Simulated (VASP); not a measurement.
## BeGa3: equation of state with PBE

The system is BeGa3.

```
CELL_PARAMETERS angstrom
-2.04362 2.04362 3.79068
2.04362 -2.04362 3.79068
2.04362 2.04362 -3.79068
ATOMIC_POSITIONS crystal
Ga 0.50000 0.50000 0.00000
Ga 0.25000 0.75000 0.50000
Ga 0.75000 0.25000 0.50000
Be 0.00000 0.00000 0.00000
```

The cell comes from a database or a generator and needn't be the stable form of this composition.

```json
{
  "Program": "VASP 6.6.1",
  "Task": "equation of state",
  "Functional": "PBE",
  "Potentials or basis": "VASP PAW PBE potentials, release 64 (Ga_d, Be)",
  "Cutoff": "520 eV",
  "k mesh": "9 × 9 × 9",
  "Occupations": "fermi-dirac, width 0.05 eV",
  "Spin": "no spin polarisation",
  "Further INCAR settings": "ALGO = Normal; EDIFF = 1e-07; NBANDS = 28"
}
```

* Equilibrium volume: 15.84 Å³/atom
* Bulk modulus at fixed shape and positions: 63 GPa
* Pressure derivative of the bulk modulus: 5.0

Energy against volume, from the lowest point:
```
volume (Å³/atom)  energy (meV/atom)
          14.881              12.79
          15.198               5.48
          15.515               1.33
          15.831               0.00
          16.148               1.17
          16.465               4.54
          16.781               9.89
```

All runs of the series together: 9.2 min on 1 thread of Intel(R) Xeon(R) 6975P-C (Granite Rapids), on a shared host.

Caveat: the cell was scaled at fixed shape and fractional positions, which overstates the stiffness of a crystal with free parameters, most of all of layers and chains.
